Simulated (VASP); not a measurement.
# How SCF solver and smearing change a VASP run on BiRh, part 2 of 4

Aim: find what the SCF solver and smearing change for BiRh, and what they cost. The series runs use r2SCAN. The start is a cell from a database of measured crystal structures.

VASP 6.6.1; r2SCAN; plane waves and PAW (Bi_d, Rh_pv).

Still holding for the runs below: The k-mesh is coarse for a metal.

So far. Step 4 (SCF solver: ALGO = VeryFast): Against the first of the series the energy stays within 0.01 meV an atom; the pressure moves by -0.11 GPa, after 22 cycles in 3.3 min. Step 5 (SCF solver: ALGO = All): Against the first of the series the energy stays within 0.01 meV an atom; the pressure moves by +0.02 GPa, after 19 cycles in 3 min.

### 6. SCF solver: ALGO = Damped

File INCAR:

```
SYSTEM = BiRh
PREC = Accurate
ENCUT = 400
EDIFF = 1E-06
NELM = 100
ISMEAR = -1
SIGMA = 0.05
LREAL = .FALSE.
ALGO = Damped
METAGGA = R2SCAN
LASPH = .TRUE.
NBANDS = 37
LORBIT = 11
LWAVE = .FALSE.
LCHARG = .FALSE.
KPAR = 4
ISIF = 2
```

File POSCAR:

```
BiRh
1.0
    4.0940000000      0.0000000000      0.0000000000
   -2.0470000000      3.5455080031      0.0000000000
    0.0000000000      0.0000000000      5.6630000000
Bi Rh
2 2
Direct
    0.3333333333      0.6666666667      0.2500000000
    0.6666666667      0.3333333333      0.7500000000
    0.0000000000      0.0000000000      0.0000000000
    0.0000000000      0.0000000000      0.5000000000
```

File KPOINTS:

```
Automatic mesh
0
Gamma
6 6 4
0 0 0
```

The projector-augmented-wave data sets are Bi_d and Rh_pv (PBE family, release 64).

Started as:

```console
$ mpirun -np 4 vasp_std
```

The program printed:

```text
[... set-up lines as in an earlier step ...]
 entering main loop
       N       E                     dE             d eps       ncg     rms           ort
DAV:   1     0.838312446683E+03    0.83831E+03   -0.26463E+04   777   0.190E+03
DAV:   2     0.852050833742E+02   -0.75311E+03   -0.74089E+03   777   0.636E+02
DAV:   3    -0.133186539851E+03   -0.21839E+03   -0.21199E+03   777   0.313E+02
DAV:   4    -0.173554926065E+03   -0.40368E+02   -0.39752E+02   777   0.148E+02
[...]
DMP:  22    -0.165985133087E+03   -0.27395E-05   -0.20833E-05   777   0.334E-05   0.490E-05
DMP:  23    -0.165985134902E+03   -0.18144E-05   -0.10574E-05   777   0.151E-05   0.295E-05
DMP:  24    -0.165985135892E+03   -0.99046E-06   -0.54490E-06   777   0.808E-06   0.145E-05
 final diagonalization occupied
   1 F= -.16598514E+03 E0= -.16597685E+03  d E =-.165757E-01
```

Wall time 2.7 min (4 MPI ranks of AMD EPYC 7R43, shared host); peak memory 0.77 GiB.

From OUTCAR (step 6):

```text
  Total        1.6235921      1.6235921      1.4942773     -0.0000000      0.0000000      0.0000000
  in kB       31.6456956     31.6456956     29.1252006     -0.0000000      0.0000000      0.0000000
  external PRESSURE =      30.8055306 kB  Pullay stress =       0.0000000 kB

 POSITION                                       TOTAL-FORCE (eV/Angst)
 -----------------------------------------------------------------------------------
     -0.00000      2.36367      1.41575        -0.000000     -0.000000      0.000000
      2.04700      1.18184      4.24725         0.000000      0.000000      0.000000
      0.00000      0.00000      0.00000         0.000000     -0.000000      0.000000
      0.00000      0.00000      2.83150         0.000000     -0.000000      0.000000
 -----------------------------------------------------------------------------------
    total drift:                               -0.000000      0.000000      0.000000

  FREE ENERGIE OF THE ION-ELECTRON SYSTEM (eV)
  ---------------------------------------------------
  free  energy   TOTEN  =      -165.9851358924 eV

  energy  without entropy=     -165.9685601741  energy(sigma->0) =     -165.97684803

[... 2 parts as in an earlier step ...]

[... 1 further part left out ...]
[key lines of the parts left out:]
E-fermi :  10.0009
```

Against the first of the series the energy stays within 0.01 meV an atom; the pressure moves by +0.02 GPa, after 24 cycles in 2.7 min.

### 7. SCF solver: AMIX = 0.1, BMIX = 0.01

Edit INCAR of step 6 so:

```diff
@@ -8,3 +8,3 @@
 LREAL = .FALSE.
-ALGO = Damped
+ALGO = Normal
 METAGGA = R2SCAN
@@ -17 +17,3 @@
 ISIF = 2
+AMIX = 0.1
+BMIX = 0.01
```

POSCAR is that of step 6.

KPOINTS is that of step 6.

Started as:

```console
$ mpirun -np 4 vasp_std
```

The program printed:

```text
[... set-up lines as in an earlier step ...]
 entering main loop
       N       E                     dE             d eps       ncg     rms          rms(c)
[... 5 cycles as in an earlier step ...]
DAV:   6    -0.165966436246E+03    0.15949E+02   -0.50366E+00  1720   0.223E+01    0.669E+00
DAV:   7    -0.165966719136E+03   -0.28289E-03   -0.97620E-02  1871   0.275E+00    0.595E+00
DAV:   8    -0.166013238160E+03   -0.46519E-01   -0.32249E-01  2037   0.459E+00    0.343E+00
DAV:   9    -0.165991941313E+03    0.21297E-01   -0.35606E-01  1739   0.445E+00    0.733E-01
[...]
DAV:  14    -0.165985132459E+03    0.16247E-04   -0.24943E-04  1874   0.163E-01    0.180E-02
DAV:  15    -0.165985136707E+03   -0.42476E-05   -0.75110E-06  1738   0.191E-02    0.177E-02
DAV:  16    -0.165985136513E+03    0.19378E-06   -0.94126E-06  1862   0.287E-02
   1 F= -.16598514E+03 E0= -.16597685E+03  d E =-.165728E-01
```

It took 2 min on 4 MPI ranks; peak memory 0.65 GiB.

Parts of OUTCAR (step 7):

```text
  Total        1.6502446      1.6502446      1.5256809      0.0000000      0.0000000      0.0000000
  in kB       32.1651833     32.1651833     29.7372923      0.0000000      0.0000000      0.0000000
  external PRESSURE =      31.3558863 kB  Pullay stress =       0.0000000 kB

 POSITION                                       TOTAL-FORCE (eV/Angst)
 -----------------------------------------------------------------------------------
     -0.00000      2.36367      1.41575        -0.000000      0.000000     -0.000000
      2.04700      1.18184      4.24725         0.000000     -0.000000      0.000000
      0.00000      0.00000      0.00000        -0.000000      0.000000      0.000000
      0.00000      0.00000      2.83150        -0.000000      0.000000      0.000000
 -----------------------------------------------------------------------------------
    total drift:                               -0.000000      0.000000      0.000000

  FREE ENERGIE OF THE ION-ELECTRON SYSTEM (eV)
  ---------------------------------------------------
  free  energy   TOTEN  =      -165.9851365128 eV

  energy  without entropy=     -165.9685637311  energy(sigma->0) =     -165.97685012

[... 2 parts as in an earlier step ...]

[... 1 further part left out ...]
[key lines of the parts left out:]
E-fermi :  10.0003
```

Against the first of the series the energy stays within 0.01 meV an atom; the pressure moves by +0.07 GPa, after 16 cycles in 2 min.

### 8. SCF solver: AMIX = 0.8

Edit INCAR of step 7 so:

```diff
@@ -17,3 +17,2 @@
 ISIF = 2
-AMIX = 0.1
-BMIX = 0.01
+AMIX = 0.8
```

POSCAR is that of step 7.

KPOINTS is that of step 7.

Started as:

```console
$ mpirun -np 4 vasp_std
```

The program printed:

```text
[... set-up lines as in an earlier step ...]
 entering main loop
       N       E                     dE             d eps       ncg     rms          rms(c)
[... 5 cycles as in an earlier step ...]
DAV:   6    -0.166635797736E+03    0.15279E+02   -0.14385E+01  1697   0.377E+01    0.587E+00
DAV:   7    -0.166364036700E+03    0.27176E+00   -0.62145E+00  1639   0.174E+01    0.467E+00
DAV:   8    -0.165978982587E+03    0.38505E+00   -0.11521E+00  1726   0.968E+00    0.699E-01
DAV:   9    -0.165985357726E+03   -0.63751E-02   -0.49851E-02  1715   0.179E+00    0.283E-01
[...]
DAV:  13    -0.165985138506E+03   -0.23044E-05   -0.57754E-06  1630   0.262E-02    0.271E-03
DAV:  14    -0.165985137246E+03    0.12601E-05   -0.45724E-07   932   0.669E-03    0.385E-04
DAV:  15    -0.165985136968E+03    0.27792E-06   -0.13782E-07   887   0.265E-03
   1 F= -.16598514E+03 E0= -.16597685E+03  d E =-.165769E-01
```

Run time: 1.8 min. Hardware: 4 MPI ranks; peak memory 0.64 GiB.

Parts of OUTCAR (step 8):

```text
  Total        1.6190817      1.6190817      1.4897744      0.0000000     -0.0000000     -0.0000000
  in kB       31.5577823     31.5577823     29.0374321      0.0000000     -0.0000000     -0.0000000
  external PRESSURE =      30.7176656 kB  Pullay stress =       0.0000000 kB

 POSITION                                       TOTAL-FORCE (eV/Angst)
 -----------------------------------------------------------------------------------
     -0.00000      2.36367      1.41575         0.000000     -0.000000      0.000000
      2.04700      1.18184      4.24725        -0.000000      0.000000      0.000000
      0.00000      0.00000      0.00000         0.000000      0.000000      0.000000
      0.00000      0.00000      2.83150         0.000000      0.000000      0.000000
 -----------------------------------------------------------------------------------
    total drift:                               -0.000000      0.000000      0.000000

  FREE ENERGIE OF THE ION-ELECTRON SYSTEM (eV)
  ---------------------------------------------------
  free  energy   TOTEN  =      -165.9851369681 eV

  energy  without entropy=     -165.9685600530  energy(sigma->0) =     -165.97684851

[... 2 parts as in an earlier step ...]

[... 1 further part left out ...]
[key lines of the parts left out:]
E-fermi :  10.0009
```

Against the first of the series the energy stays within 0.01 meV an atom; the pressure moves by +0.01 GPa, after 15 cycles in 1.8 min.

### 9. SCF solver: IMIX = 1, AMIX = 0.2

Edit INCAR of step 8 so:

```diff
@@ -17,2 +17,3 @@
 ISIF = 2
-AMIX = 0.8
+IMIX = 1
+AMIX = 0.2
```

POSCAR is that of step 8.

KPOINTS is that of step 8.

Started as:

```console
$ mpirun -np 4 vasp_std
```

The program printed:

```text
[... set-up lines as in an earlier step ...]
 entering main loop
       N       E                     dE             d eps       ncg     rms          rms(c)
[... 5 cycles as in an earlier step ...]
DAV:   6    -0.165989294581E+03    0.15926E+02   -0.59130E+00  1715   0.242E+01    0.553E+00
DAV:   7    -0.165968076189E+03    0.21218E-01   -0.14477E-01  1842   0.315E+00    0.467E+00
DAV:   8    -0.165972332133E+03   -0.42559E-02   -0.26469E-02  1876   0.102E+00    0.378E+00
DAV:   9    -0.165975681292E+03   -0.33492E-02   -0.48469E-03  1800   0.579E-01    0.302E+00
[...]
DAV:  34    -0.165985131722E+03   -0.17729E-05   -0.29210E-07   862   0.375E-03    0.123E-02
DAV:  35    -0.165985133029E+03   -0.13066E-05   -0.20943E-07   827   0.321E-03    0.100E-02
DAV:  36    -0.165985133994E+03   -0.96547E-06   -0.15802E-07   837   0.278E-03
   1 F= -.16598513E+03 E0= -.16597685E+03  d E =-.165759E-01
```

Elapsed: 3.9 min, on 4 MPI ranks; peak memory 0.63 GiB; 15 min of CPU time.

Parts of OUTCAR (step 9):

```text
  Total        1.6147674      1.6147674      1.4881787      0.0000000      0.0000000     -0.0000000
  in kB       31.4736922     31.4736922     29.0063316      0.0000000      0.0000000     -0.0000000
  external PRESSURE =      30.6512386 kB  Pullay stress =       0.0000000 kB

 POSITION                                       TOTAL-FORCE (eV/Angst)
 -----------------------------------------------------------------------------------
     -0.00000      2.36367      1.41575         0.000000      0.000000     -0.000000
      2.04700      1.18184      4.24725        -0.000000     -0.000000      0.000000
      0.00000      0.00000      0.00000        -0.000000      0.000000     -0.000000
      0.00000      0.00000      2.83150        -0.000000      0.000000     -0.000000
 -----------------------------------------------------------------------------------
    total drift:                               -0.000000      0.000000      0.000000

  FREE ENERGIE OF THE ION-ELECTRON SYSTEM (eV)
  ---------------------------------------------------
  free  energy   TOTEN  =      -165.9851339944 eV

  energy  without entropy=     -165.9685580694  energy(sigma->0) =     -165.97684603

[... 2 parts as in an earlier step ...]

[... 1 further part left out ...]
[key lines of the parts left out:]
E-fermi :  10.0008
```

Against the first of the series the energy stays within 0.01 meV an atom and the pressure within 0.01 GPa, after 36 cycles in 3.9 min.

### 10. The SCF solver series as a table

This step: convergence of r2SCAN results with the solver; plane waves and PAW (VASP 6.6.1).

Derived from the runs above.

Differences are taken from the run with ALGO = Normal. Results of the series, by row:

```
                setting     status  energy less the reference (meV/atom)  pressure (GPa)  SCF cycles  wall time (s)
          ALGO = Normal  converged                                     0           3.062          14            110
            ALGO = Fast  converged                               1.20e-4           3.069          15            146
        ALGO = VeryFast  converged                              -7.80e-4           2.949          22          197.1
             ALGO = All  converged                              -7.75e-5           3.082          19          179.1
          ALGO = Damped  converged                               9.25e-5           3.081          24          164.1
AMIX = 0.1, BMIX = 0.01  converged                              -4.30e-4           3.136          16            119
             AMIX = 0.8  converged                              -2.75e-5           3.072          15            110
   IMIX = 1, AMIX = 0.2  converged                               5.93e-4           3.065          36          232.1
```

### 11. Smearing: ISMEAR = 0, SIGMA = 0.01

This step: r2SCAN; plane waves and PAW (Bi_d, Rh_pv) (VASP 6.6.1).

Smearing steadies the sum over the Fermi surface at the price of an entropy term.

Edit INCAR of step 9 so:

```diff
@@ -5,4 +5,4 @@
 NELM = 100
-ISMEAR = -1
-SIGMA = 0.05
+ISMEAR = 0
+SIGMA = 0.01
 LREAL = .FALSE.
@@ -17,3 +17 @@
 ISIF = 2
-IMIX = 1
-AMIX = 0.2
```

POSCAR is that of step 9.

KPOINTS is that of step 9.

Started as:

```console
$ mpirun -np 4 vasp_std
```

The program printed:

```text
[... set-up lines as in an earlier step ...]
 entering main loop
       N       E                     dE             d eps       ncg     rms          rms(c)
DAV:   1     0.570364947869E+03    0.57036E+03   -0.29908E+04  1610   0.181E+03
DAV:   2    -0.119936992239E+03   -0.69030E+03   -0.67443E+03  1585   0.560E+02
DAV:   3    -0.179455373393E+03   -0.59518E+02   -0.57665E+02  1756   0.177E+02
DAV:   4    -0.181813857592E+03   -0.23585E+01   -0.23506E+01  1857   0.364E+01
DAV:   5    -0.181907213594E+03   -0.93356E-01   -0.93324E-01  2126   0.699E+00    0.115E+01
DAV:   6    -0.166081515791E+03    0.15826E+02   -0.81831E+00  1702   0.286E+01    0.387E+00
DAV:   7    -0.165978740897E+03    0.10277E+00   -0.88507E-01  1833   0.655E+00    0.294E+00
DAV:   8    -0.165976858667E+03    0.18822E-02   -0.62114E-02  1664   0.205E+00    0.124E+00
DAV:   9    -0.165976899675E+03   -0.41007E-04   -0.33032E-02  1726   0.145E+00    0.133E-01
DAV:  10    -0.165977509806E+03   -0.61013E-03   -0.18524E-03  1834   0.395E-01    0.654E-02
DAV:  11    -0.165977630756E+03   -0.12095E-03   -0.45993E-04  1679   0.191E-01    0.307E-02
DAV:  12    -0.165977632786E+03   -0.20305E-05   -0.33764E-05  2011   0.390E-02    0.131E-02
DAV:  13    -0.165977630082E+03    0.27045E-05   -0.10066E-05  1406   0.217E-02    0.316E-03
DAV:  14    -0.165977629519E+03    0.56308E-06   -0.68346E-07   907   0.783E-03
   1 F= -.16597763E+03 E0= -.16597763E+03  d E =-.159561E-06
```

Wall time 1.8 min (4 MPI ranks); peak memory 0.65 GiB; 7.2 min of CPU time.

OUTCAR, selected parts (step 11):

```text
   NELECT =      60.0000    total number of electrons

 E-fermi :  10.0837

 k-point     1 :       0.0000    0.0000    0.0000
  band No.  band energies     occupation
    ...
     24       7.0212      2.00000
     25       7.7760      2.00000
     26       7.7760      2.00000
     27       8.8209      2.00000
     28       8.8209      2.00000
     29      11.2664      0.00000
     30      11.2664      0.00000
     31      11.3200      0.00000
     32      13.3634      0.00000
     33      13.7015      0.00000
    ...

  Total        1.6657200      1.6657200      1.4940481      0.0000000      0.0000000      0.0000000
  in kB       32.4668177     32.4668177     29.1207314      0.0000000      0.0000000      0.0000000
  external PRESSURE =      31.3514556 kB  Pullay stress =       0.0000000 kB

 POSITION                                       TOTAL-FORCE (eV/Angst)
 -----------------------------------------------------------------------------------
     -0.00000      2.36367      1.41575        -0.000000      0.000000      0.000000
      2.04700      1.18184      4.24725         0.000000      0.000000     -0.000000
      0.00000      0.00000      0.00000         0.000000      0.000000      0.000000
      0.00000      0.00000      2.83150         0.000000      0.000000      0.000000
 -----------------------------------------------------------------------------------
    total drift:                               -0.000000      0.000000      0.000000

  FREE ENERGIE OF THE ION-ELECTRON SYSTEM (eV)
  ---------------------------------------------------
  free  energy   TOTEN  =      -165.9776295188 eV

  energy  without entropy=     -165.9776293593  energy(sigma->0) =     -165.97762944

[... 9 parts as in an earlier step ...]

[... 8 further parts left out ...]
```

Numbers from this step:

```yaml
scf_cycles: 14
free_energy_toten: -165.9776 eV
fermi_energy: 10.08 eV
pressure: 3.135 GPa
```

The series starts at -41.4944 eV an atom and 3.14 GPa, after 14 cycles in 1.8 min. The entropy term T·S comes to 0.00 meV an atom in size.

### 12. Smearing: ISMEAR = 0, SIGMA = 0.05

Edit INCAR of step 11 so:

```diff
@@ -6,3 +6,3 @@
 ISMEAR = 0
-SIGMA = 0.01
+SIGMA = 0.05
 LREAL = .FALSE.
```

POSCAR is that of step 11.

KPOINTS is that of step 11.

Started as:

```console
$ mpirun -np 4 vasp_std
```

The program printed:

```text
[... set-up lines as in an earlier step ...]
 entering main loop
       N       E                     dE             d eps       ncg     rms          rms(c)
DAV:   1     0.570361711885E+03    0.57036E+03   -0.29908E+04  1610   0.181E+03
DAV:   2    -0.119938271981E+03   -0.69030E+03   -0.67443E+03  1585   0.560E+02
DAV:   3    -0.179456342697E+03   -0.59518E+02   -0.57658E+02  1756   0.177E+02
DAV:   4    -0.181815515338E+03   -0.23592E+01   -0.23507E+01  1857   0.364E+01
[...]
DAV:  12    -0.165978550061E+03   -0.18366E-05   -0.33830E-05  2016   0.394E-02    0.128E-02
DAV:  13    -0.165978547572E+03    0.24889E-05   -0.94626E-06  1390   0.209E-02    0.300E-03
DAV:  14    -0.165978547007E+03    0.56482E-06   -0.65444E-07   902   0.772E-03
   1 F= -.16597855E+03 E0= -.16597744E+03  d E =-.220860E-02
```

Run time: 1.7 min. Hardware: 4 MPI ranks; peak memory 0.63 GiB; 6.7 min of CPU time.

Parts of OUTCAR (step 12):

```text
  Total        1.6098752      1.6098752      1.4890746      0.0000000     -0.0000000      0.0000000
  in kB       31.3783366     31.3783366     29.0237932      0.0000000     -0.0000000      0.0000000
  external PRESSURE =      30.5934888 kB  Pullay stress =       0.0000000 kB

 POSITION                                       TOTAL-FORCE (eV/Angst)
 -----------------------------------------------------------------------------------
     -0.00000      2.36367      1.41575         0.000000     -0.000000      0.000000
      2.04700      1.18184      4.24725        -0.000000     -0.000000     -0.000000
      0.00000      0.00000      0.00000         0.000000      0.000000      0.000000
      0.00000      0.00000      2.83150         0.000000      0.000000      0.000000
 -----------------------------------------------------------------------------------
    total drift:                               -0.000000      0.000000      0.000000

  FREE ENERGIE OF THE ION-ELECTRON SYSTEM (eV)
  ---------------------------------------------------
  free  energy   TOTEN  =      -165.9785470069 eV

  energy  without entropy=     -165.9763384058  energy(sigma->0) =     -165.97744271

[... 2 parts as in an earlier step ...]

[... 1 further part left out ...]
[key lines of the parts left out:]
E-fermi :  10.0537
```

Against the run before the energy at zero width moves by +0.05 meV an atom and the pressure by -0.08 GPa, after 14 cycles in 1.7 min. The entropy term T·S comes to 0.55 meV an atom in size.

(Part 2 of 4 ends here.)

[Lines on the potential files, build, host, timing and source positions are cut from VASP's logs without a mark.]

[Logs are printed without paths, hosts, clocks, repeated set-up lines and the standing remarks that a program may print on its own settings, such as how far it seeks lower states.]

[Hosts, paths, dates, database ids (printed as entryN), source tags and the programs' standing remarks are cut or masked in the printed files.]

[A measured line is paired with the nearest computed mode of its activity, which favours agreement.]
